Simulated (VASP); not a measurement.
# BeCd2 (F-43m) in VASP: a series of runs

One crystal, BeCd2, is run at these levels: PBE; tasks: single point, relaxation of cell and atoms.

Everything below comes from runs of VASP 6.6.1. Logs are shortened: lines on timing, memory, paths and dates and some standing lists are left out, and cuts for length are marked.

## Step 1: The cell of the first run

The structure is cubic, space group F-43m (No. 216). Conventional cell: a = 6.319 Å, b = 6.319 Å, c = 6.319 Å, α = 90.00°, β = 90.00°, γ = 90.00°. Around Be (site symmetry -43m) lie 4 Cd at 2.74 Å. Around Cd (site symmetry -43m) lie 4 Be at 2.74 Å and 4 Cd at 2.74 Å. Cd (site symmetry -43m) has 4 Cd at 2.74 Å as nearest neighbours.

The cell was built by a generator and needn't be a form met in nature.

## Step 2: Single point, PBE (random cell by space group and Wyckoff sites (F-43m, No. 216))

INCAR

```
SYSTEM = BeCd2
ALGO = Normal ; EDIFF = 1E-6
ENCUT = 520 ; GGA = PE
ISIF = 2 ; ISMEAR = 0
LASPH = .True. ; LCHARG = .False.
LREAL = .False. ; LWAVE = .False.
NBANDS = 20 ; NELM = 100
PREC = Accurate ; SIGMA = 0.1
```

KPOINTS

```
k-points
0
Gamma
  12 12 12
  0 0 0
```

POSCAR

```
BeCd2
1.0
    0.0000000000      3.1593067292      3.1593067292
    3.1593067292      0.0000000000      3.1593067292
    3.1593067292      3.1593067292      0.0000000000
Be Cd
1 2
Direct
    0.7500000000      0.7500000000      0.7500000000
    0.5000000000      0.5000000000      0.5000000000
    0.2500000000      0.2500000000      0.2500000000
```

Potentials or basis: VASP PAW PBE potentials, release 64 (Be, Cd).

Started as:

```console
$ cat potpaw_PBE.64/Be/POTCAR potpaw_PBE.64/Cd/POTCAR > POTCAR
$ mpirun -np 1 vasp_std > vasp.out
```

OUTCAR:

```text
SYSTEM = BeCd2
   EDIFF = 1E-6
   ENCUT = 520
   GGA = PE
   ISIF = 2
   ISMEAR = 0
   LASPH = .True.
   LREAL = .False.
   NELM = 100
   PREC = Accurate

 ion  position               nearest neighbor table
   1  0.750  0.750  0.750-   2 2.74   2 2.74   2 2.74   2 2.74
   2  0.500  0.500  0.500-   3 2.74   3 2.74   3 2.74   1 2.74   1 2.74   1 2.74   3 2.74   1 2.74

   3  0.250  0.250  0.250-   2 2.74   2 2.74   2 2.74   2 2.74

  LATTYP: Found a face centered cubic cell.
 ALAT       =     6.3186134584

  Lattice vectors:

 A1 = (   0.0000000000,   3.1593067292,   3.1593067292)
 A2 = (   3.1593067292,   0.0000000000,   3.1593067292)
 A3 = (   3.1593067292,   3.1593067292,   0.0000000000)

Analysis of symmetry for initial positions (statically):
=====================================================================
 Subroutine PRICEL returns:
 Original cell was already a primitive cell.

 Routine SETGRP: Setting up the symmetry group for a
 face centered cubic supercell.

 Subroutine GETGRP returns: Found 24 space group operations
 (whereof 24 operations were pure point group operations)
 out of a pool of 48 trial point group operations.

The static configuration has the point symmetry T_d .

Analysis of symmetry for dynamics (positions and initial velocities):
=====================================================================
 Subroutine PRICEL returns:
 Original cell was already a primitive cell.

 Routine SETGRP: Setting up the symmetry group for a
 face centered cubic supercell.

 Subroutine GETGRP returns: Found 24 space group operations
 (whereof 24 operations were pure point group operations)
 out of a pool of 48 trial point group operations.

The dynamic configuration has the point symmetry T_d .

 Subroutine INISYM returns: Found 24 space group operations
 (whereof 24 operations are pure point group operations),
 and found     1 'primitive' translations

----------------------------------------------------------------------------------------

                                     Primitive cell

  volume of cell :      63.0675

  direct lattice vectors                    reciprocal lattice vectors
     0.000000000  3.159306729  3.159306729    -0.158262569  0.158262569  0.158262569
     3.159306729  0.000000000  3.159306729     0.158262569 -0.158262569  0.158262569
     3.159306729  3.159306729  0.000000000     0.158262569  0.158262569 -0.158262569

  length of vectors
     4.467934424  4.467934424  4.467934424     0.274118811  0.274118811  0.274118811

  position of ions in fractional coordinates (direct lattice)
     0.750000000  0.750000000  0.750000000
     0.500000000  0.500000000  0.500000000
     0.250000000  0.250000000  0.250000000

  ion indices of the primitive-cell ions
   primitive index   ion index
                 1           1
                 2           2
                 3           3

----------------------------------------------------------------------------------------

 KPOINTS: k-points

Automatic generation of k-mesh.
 Grid dimensions read from file:
 generate k-points for:   12   12   12

 Generating k-lattice:

  Cartesian coordinates                     Fractional coordinates (reciprocal lattice)
    -0.013188547  0.013188547  0.013188547     0.083333333  0.000000000  0.000000000
     0.013188547 -0.013188547  0.013188547     0.000000000  0.083333333  0.000000000
     0.013188547  0.013188547 -0.013188547     0.000000000  0.000000000  0.083333333

  Length of vectors
     0.022843234  0.022843234  0.022843234

  Shift w.r.t. Gamma in fractional coordinates (k-lattice)
     0.000000000  0.000000000  0.000000000

 Subroutine IBZKPT returns following result:
 ===========================================

 Found     72 irreducible k-points:

 Following reciprocal coordinates:
            Coordinates               Weight
  0.000000  0.000000  0.000000      1.000000
  0.083333  0.000000  0.000000      8.000000
  0.166667  0.000000  0.000000      8.000000
  0.250000  0.000000  0.000000      8.000000
  0.333333  0.000000  0.000000      8.000000
  0.416667  0.000000  0.000000      8.000000
[... 16 lines left out ...]
  0.500000  0.166667  0.000000     24.000000
 -0.416667  0.166667  0.000000     24.000000
 [... further k-points ...]
   k-points           NKPTS =     72   k-points in BZ     NKDIM =     72   number of bands    NBANDS=     20
   number of dos      NEDOS =    301   number of ions     NIONS =      3
   total plane-waves  NPLWV =  46656
   dimension x,y,z NGX =    36 NGY =   36 NGZ =   36
   dimension x,y,z NGXF=    72 NGYF=   72 NGZF=   72
   ions per type =               1   2
   NGX,Y,Z   is equivalent  to a cutoff of  13.40, 13.40, 13.40 a.u.
   NGXF,Y,Z  is equivalent  to a cutoff of  26.79, 26.79, 26.79 a.u.
 SYSTEM =  BeCd2
   PREC   = accura    normal or accurate (medium, high low for compatibility)
   ISTART =      0    job   : 0-new  1-cont  2-samecut
   ICHARG =      2    charge: 1-file 2-atom 10-const
   ISPIN  =      1    spin polarized calculation?
   LNONCOLLINEAR =      F non collinear calculations
   LSORBIT =      F    spin-orbit coupling
   LASPH  =      T    aspherical Exc in radial PAW
   ENCUT  =  520.0 eV  38.22 Ry    6.18 a.u.   8.31  8.31  8.31*2*pi/ulx,y,z
   NELM   =    100;   NELMIN=  2; NELMDL= -5     # of ELM steps
   EDIFF  = 0.1E-05   stopping-criterion for ELM
   LREAL  =      F    real-space projection
   EDIFFG = 0.1E-04   stopping-criterion for IOM
   NSW    =      0    number of steps for IOM
   IBRION =     -1    ionic relax: 0-MD 1-quasi-New 2-CG
   NFREE  =      0    steps in history (QN), initial steepest desc. (CG)
   ISIF   =      2    stress and relaxation
   ISYM   =      2    0-nonsym 1-usesym 2-fastsym
   POTIM  = 0.5000    time-step for ionic-motion
   TEBEG  =    0.0;   TEEND  =   0.0 temperature during run
   PSTRESS=    0.0 pullay stress
   NELECT =      26.0000    total number of electrons
   NUPDOWN=      -1.0000    fix difference up-down
   EMIN   =  10.00;   EMAX   =-10.00  energy-range for DOS
   EFERMI =   0.00;   METHOD = LEGACY
   ISMEAR =     0;   SIGMA  =   0.10  broadening in eV -4-tet -1-fermi 0-gaus
   EFERMI_NEDOS =   21; number of points for ismear=-14 and -15
   IALGO  =     38    algorithm
   IMIX   =      4    mixing-type and parameters
     AMIX     =   0.40;   BMIX     =  1.00
     AMIX_MAG =   1.60;   BMIX_MAG =  1.00
  volume/ion in A,a.u.               =      21.02       141.87
  Fermi-wavevector in a.u.,A,eV,Ry     =   1.218421  2.302482 20.198536  1.484551
  Thomas-Fermi vector in A             =   2.353708
   LORBIT       =      0    0 simple, 1 ext, 2 COOP (PROOUT), +10 PAW based schemes
   GGA     = PE    functional components
   LHFCALC =     F    Hartree Fock is set to
   AEXX    =    0.0000 exact exchange contribution
   IVDW    =     0    specifies the selected vdW correction
   LEPSILON=     F    determine dielectric tensor
   LRPA    =     F    only Hartree local field effects (RPA)
 non-spin polarized calculation
 Gauss-broadening in eV      SIGMA  =   0.10
  energy-cutoff  :      520.00
  volume of cell :       63.07
 maximum number of plane-waves:      1724
 NGX is ok and might be reduce to    36
   NGX = 17   NGY = 17   NGZ = 17

 number of electron      26.0000010 magnetization

 Free energy of the ion-electron system (eV)
  ---------------------------------------------------
  ext. energy  EPLUGINS =         0.00000000
  ---------------------------------------------------
  free energy    TOTEN  =        -3.53964922 eV

  energy without entropy =       -3.53141566  energy(sigma->0) =       -3.53553244

 E-fermi :   2.0050     XC(G=0):  -9.9076

 val. band max:        1.9518793065   @ k =   0.3333   0.2500   0.0000
 cond. band min:       2.0197835048   @ k =   0.5000   0.2500   0.0000
 fundamental gap:      0.0679041983
 Fermi energy:         2.0049618116

 k-point     1 :       0.0000    0.0000    0.0000
  band No.  band energies     occupation
      1      -7.3509      2.00000
      2      -7.3509      2.00000
      3      -7.3509      2.00000
      4      -7.2770      2.00000
      5      -7.2770      2.00000
      6      -6.4211      2.00000
[... 12 lines left out ...]
     19       8.5362      0.00000
     20       9.2719      0.00000

 k-point     2 :       0.0833    0.0000    0.0000
  band No.  band energies     occupation
      1      -7.3831      2.00000
      2      -7.3831      2.00000
      3      -7.3481      2.00000
      4      -7.2349      2.00000
      5      -7.2349      2.00000
      6      -6.4457      2.00000
[... 12 lines left out ...]
     19       8.8326      0.00000
     20       9.1790      0.00000

 k-point     3 :       0.1667    0.0000    0.0000
  band No.  band energies     occupation
      1      -7.4193      2.00000
      2      -7.4193      2.00000
      3      -7.3422      2.00000
      4      -7.1751      2.00000
      5      -7.1751      2.00000
      6      -6.4989      2.00000
[... 12 lines left out ...]
     19       8.8625      0.00000
     20       9.2280      0.00000

 k-point     4 :       0.2500    0.0000    0.0000
  band No.  band energies     occupation
      1      -7.4359      2.00000
      2      -7.4359      2.00000
      3      -7.3367      2.00000
      4      -7.1352      2.00000
      5      -7.1352      2.00000
      6      -6.5606      2.00000
[... 429 lines left out ...]
 k-point    23 :       0.5000    0.1667    0.0000
  band No.  band energies     occupation
      1      -7.5280      2.00000
      2      -7.4234      2.00000
      3      -7.2961      2.00000
      4      -7.0534      2.00000
      5      -7.0213      2.00000
      6      -6.7398      2.00000
[... 12 lines left out ...]
     19       9.5322      0.00000
     20      12.0341      0.00000

 k-point    24 :      -0.4167    0.1667    0.0000
  band No.  band energies     occupation
      1      -7.5198      2.00000
      2      -7.4523      2.00000
      3      -7.2579      2.00000
      4      -7.0761      2.00000
      5      -7.0180      2.00000
      6      -6.7182      2.00000
[... 12 lines left out ...]
     19      10.4159      0.00000
     20      11.4306      0.00000

 [... further k-points ...]

------------------------ aborting loop because EDIFF is reached ----------------------------------------

  FORCE on cell =-STRESS in cart. coord.  units (eV):
  Direction    XX          YY          ZZ          XY          YZ          ZX
  --------------------------------------------------------------------------------------
  -------------------------------------------------------------------------------------
  Total        0.1342017      0.1342017      0.1342017     -0.0000000      0.0000000      0.0000000
  in kB        3.4092848      3.4092848      3.4092848     -0.0000000      0.0000000      0.0000000
  external PRESSURE =       3.4092848 kB  Pullay stress =       0.0000000 kB

 VOLUME and BASIS-vectors are now :
 -----------------------------------------------------------------------------
  energy-cutoff  :      520.00
  volume of cell :       63.07
      direct lattice vectors                 reciprocal lattice vectors
     0.000000000  3.159306729  3.159306729    -0.158262569  0.158262569  0.158262569
     3.159306729  0.000000000  3.159306729     0.158262569 -0.158262569  0.158262569
     3.159306729  3.159306729  0.000000000     0.158262569  0.158262569 -0.158262569

 POSITION                                       TOTAL-FORCE (eV/Angst)
 -----------------------------------------------------------------------------------
      4.73896      4.73896      4.73896         0.000000     -0.000000     -0.000000
      3.15931      3.15931      3.15931        -0.000000     -0.000000     -0.000000
      1.57965      1.57965      1.57965         0.000000      0.000000      0.000000
 -----------------------------------------------------------------------------------
    total drift:                               -0.000000     -0.000000     -0.000000

  FREE ENERGIE OF THE ION-ELECTRON SYSTEM (eV)
  ---------------------------------------------------
  free  energy   TOTEN  =        -3.5396492241 eV

  energy  without entropy=       -3.5314156587  energy(sigma->0) =       -3.53553244
```

It took 28 s on 1 thread of Intel Xeon 6975P-C (Granite Rapids), shared host; peak memory 0.25 GiB.

What came out:

* Free energy: -3.5396 eV
* Pressure: 0.3 GPa
* Band gap on the k mesh: none (metal or under the smearing width)

## Step 3: Relaxation of cell and atoms, PBE (random cell by space group and Wyckoff sites (F-43m, No. 216))

INCAR

```
PREC = Accurate
ENCUT = 600
EDIFF = 1E-6
ISMEAR = 0
SIGMA = 0.1
LREAL = F
LASPH = T
NELM = 100
ALGO = Fast
ISIF = 3
LWAVE = F
LCHARG = F
GGA = PE
IBRION = 2
NSW = 100
EDIFFG = -0.01
```

KPOINTS

```
regular mesh
0
Gamma
  12 12 12
```

POSCAR

```
BeCd2
1.0
    0.0000000000      3.1616969676      3.1616969676
    3.1616969676      0.0000000000      3.1616969676
    3.1616969676      3.1616969676      0.0000000000
Be Cd
1 2
Direct
    0.7500000000      0.7500000000      0.7500000000
    0.5000000000      0.5000000000      0.5000000000
    0.2500000000      0.2500000000      0.2500000000
```

Potentials or basis: VASP PAW PBE potentials, release 64 (Be, Cd).

Started as:

```console
$ cat potpaw_PBE.64/Be/POTCAR potpaw_PBE.64/Cd/POTCAR > POTCAR
$ mpirun -np 1 vasp_std > vasp.out
```

Wall time 44 s (1 thread of Intel Xeon 6975P-C (Granite Rapids), shared host); peak memory 0.27 GiB.

It converged, with:

* Free energy: -3.5394 eV
* Relaxed volume: 21.13 Å³/atom
* Relaxed cell: a = 4.476 Å, b = 4.476 Å, c = 4.476 Å, α = 60.00°, β = 60.00°, γ = 60.00°
* Space group after relaxing (to 0.05 Å): F-43m (No. 216)
* Energy gained by relaxing: 0.0 meV/atom
* Ionic steps: 2
* Pressure after relaxing: 0.0 GPa
* Band gap on the k mesh: none (metal or under the smearing width)

Final structure:
```
Be Cd
1.0
     0.00000    3.16466    3.16466
     3.16466    0.00000    3.16466
     3.16466    3.16466    0.00000
Be Cd
1 2
Direct
  0.75000 0.75000 0.75000
  0.50000 0.50000 0.50000
  0.25000 0.25000 0.25000
```

Levels at points of the mesh, in eV from the Fermi level:
```csv
k point,band 10,band 11,band 12,band 13,band 14,band 15,band 16,band 17
"(0.00, 0.00, 0.00)",-8.12,-8.04,2.57,2.57,2.57,3.52,4.60,4.60
"(0.50, 0.00, 0.00)",-8.12,-5.20,-4.48,1.62,1.62,3.34,3.76,3.76
"(0.50, 0.50, 0.00)",-8.06,-4.00,-4.00,-0.88,-0.88,0.73,3.23,8.47
```

## Step 4: Single point, PBE (random cell by space group and Wyckoff sites (F-43m, No. 216))

INCAR

```
  PREC = Accurate
  ENCUT = 520
  EDIFF = 1E-6
  ISMEAR = 0
  SIGMA = 0.1
  LREAL = F
  LASPH = T
  NELM = 100
  ALGO = Normal
  ISIF = 2
  LWAVE = F
  LCHARG = F
  GGA = PE
  NBANDS = 20
```

KPOINTS

```
Automatic mesh
0
Gamma
  6 6 6
```

POSCAR

```
BeCd2
1.0
    0.0000000000      3.1616969676      3.1616969676
    3.1616969676      0.0000000000      3.1616969676
    3.1616969676      3.1616969676      0.0000000000
Be Cd
1 2
Direct
    0.2500000000      0.2500000000      0.2500000000
    0.5000000000      0.5000000000      0.5000000000
    0.7500000000      0.7500000000      0.7500000000
```

Started as:

```console
$ cat potpaw_PBE.64/Be/POTCAR potpaw_PBE.64/Cd/POTCAR > POTCAR
$ mpirun -np 1 vasp_std > vasp.out
```

Wall time 8.5 s (1 thread of Intel Xeon 6975P-C (Granite Rapids), shared host); peak memory 0.2 GiB.

The run converged. Its results:

```yaml
Free_energy: -3.5188 eV
Pressure: 0.2 GPa
Band_gap_on_the_k_mesh: none (metal or under the smearing width)
```

Levels at points of the mesh, in eV from the Fermi level:
| k point | band 11 | band 12 | band 13 | band 14 | band 15 | band 16 |
| --- | --- | --- | --- | --- | --- | --- |
| (0.00, 0.00, 0.00) | -7.93 | 2.70 | 2.70 | 2.70 | 3.67 | 4.74 |
| (0.50, 0.00, 0.00) | -5.08 | -4.36 | 1.75 | 1.75 | 3.48 | 3.89 |
| (0.50, 0.50, 0.00) | -3.88 | -3.87 | -0.76 | -0.76 | 0.87 | 3.36 |

## Step 5: Relaxation of cell and atoms, PBE (random cell by space group and Wyckoff sites (F-43m, No. 216))

INCAR

```
PREC     = Accurate       # precision mode
ENCUT    = 600            # plane-wave cutoff, eV
EDIFF    = 1E-6           # SCF threshold, eV
ISMEAR   = 0              # smearing method
SIGMA    = 0.1            # smearing width, eV
LREAL    = False          # projectors in reciprocal space
LASPH    = True           # aspherical terms in the spheres
NELM     = 100            # most SCF steps
ALGO     = Fast           # electronic algorithm
ISIF     = 3              # what is computed and relaxed
LWAVE    = False          # write WAVECAR
LCHARG   = False          # write CHGCAR
GGA      = PE             # functional
IBRION   = 2              # ionic algorithm
NSW      = 90             # ionic steps
EDIFFG   = -0.04          # ionic threshold
```

KPOINTS

```
regular mesh
0
Gamma
  6 6 6
```

POSCAR

```
BeCd2
1.0
    0.0000000000      3.1023143800      3.1023143800
    3.1023143800      0.0000000000      3.1023143800
    3.1023143800      3.1023143800      0.0000000000
Be Cd
1 2
Direct
    0.2500000000      0.2500000000      0.2500000000
    0.5000000000      0.5000000000      0.5000000000
    0.7500000000      0.7500000000      0.7500000000
```

Started as:

```console
$ cat potpaw_PBE.64/Be/POTCAR potpaw_PBE.64/Cd/POTCAR > POTCAR
$ mpirun -np 1 vasp_std > vasp.out
```

Wall time 16 s (1 thread of Intel Xeon 6975P-C (Granite Rapids), shared host); peak memory 0.21 GiB.

Results (log left out):

```yaml
Free_energy: -3.5164 eV
Relaxed_volume: 21.23 Å³/atom
Relaxed_cell: a = 4.483 Å, b = 4.483 Å, c = 4.483 Å, α = 60.00°, β = 60.00°, γ = 60.00°
Space_group_after_relaxing_to_0.05_Å: F-43m (No. 216)
Energy_gained_by_relaxing: 12.9 meV/atom
Ionic_steps: 2
Pressure_after_relaxing: -0.3 GPa
Band_gap_on_the_k_mesh: none (metal or under the smearing width)
```

Step by step:
| step | energy change (eV) | largest force (eV/Å) | pressure (GPa) | volume (Å³) |
| --- | --- | --- | --- | --- |
| 1 | 0.0000 | 0.0000 | 3.63 | 59.72 |
| 2 | -0.0386 | 0.0000 | -0.27 | 63.70 |

Final structure:
```
Be Cd
1.0
     0.00000    3.16977    3.16977
     3.16977    0.00000    3.16977
     3.16977    3.16977    0.00000
Be Cd
1 2
Direct
  0.25000 0.25000 0.25000
  0.50000 0.50000 0.50000
  0.75000 0.75000 0.75000
```

Levels at points of the mesh, in eV from the Fermi level:
| k point | band 10 | band 11 | band 12 | band 13 | band 14 | band 15 | band 16 | band 17 |
| --- | --- | --- | --- | --- | --- | --- | --- | --- |
| (0.00, 0.00, 0.00) | -7.99 | -7.88 | 2.69 | 2.69 | 2.69 | 3.62 | 4.71 | 4.71 |
| (0.50, 0.00, 0.00) | -7.99 | -5.06 | -4.33 | 1.75 | 1.75 | 3.44 | 3.87 | 3.87 |
| (0.50, 0.50, 0.00) | -7.93 | -3.86 | -3.86 | -0.74 | -0.74 | 0.84 | 3.35 | 8.56 |

## Step 6: Summary

```csv
task,cell,k mesh,cutoff (eV),gap on the mesh (eV),pressure (GPa),relaxed volume (Å³/atom)
single point,"random cell by space group and Wyckoff sites (F-43m, No. 216)",12 × 12 × 12,520,none,0.3,-
relaxation of cell and atoms,"relaxed from: random cell by space group and Wyckoff sites (F-43m, No. 216)",12 × 12 × 12,600,none,0.0,21.13
single point,"random cell by space group and Wyckoff sites (F-43m, No. 216)",6 × 6 × 6,520,none,0.2,-
relaxation of cell and atoms,"relaxed from: random cell by space group and Wyckoff sites (F-43m, No. 216)",6 × 6 × 6,600,none,-0.3,21.23
```

Alike in all rows: level PBE; potentials or basis VASP PAW PBE potentials, release 64 (Be, Cd); no spin polarisation; smearing gaussian 0.1 eV.

Absolute energies hang on the potentials; compare differences alone.
